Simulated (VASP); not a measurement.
```
BN
1.0
    1.27701    -2.21184     0.00000
    1.27701     2.21184     0.00000
    0.00000     0.00000     4.22545
B N
2 2
Cartesian
  1.27701  -0.73728   2.11389
  1.27701   0.73728   0.00116
  1.27701  -0.73728   3.69611
  1.27701   0.73728   1.58338
```

All values below come from optB88-vdW, VASP's PBE PAW potentials (set 64) (plane waves; VASP 6.6.1). Run with 520 eV cut-off, 11×11×6 Γ-centred mesh, tetrahedra with Blöchl corrections, potentials B N.

The cores are frozen, which limits the accuracy of field gradients.

Question: Give the principal components of the electric field gradient (V/Å²) and the asymmetry η at each nucleus.

Answer: 
| atom | Vxx | Vyy | Vzz | η |
|---|---|---|---|---|
| B1 | -0.5 | -0.5 | 0.9 | 0.00 |
| B2 | -0.5 | -0.5 | 0.9 | 0.00 |
| N3 | -2.3 | -2.3 | 4.7 | 0.00 |
| N4 | -2.3 | -2.3 | 4.7 | 0.00 |

The compound is BN in the wurtzite structure, a metastable high-pressure form. It was relaxed first.
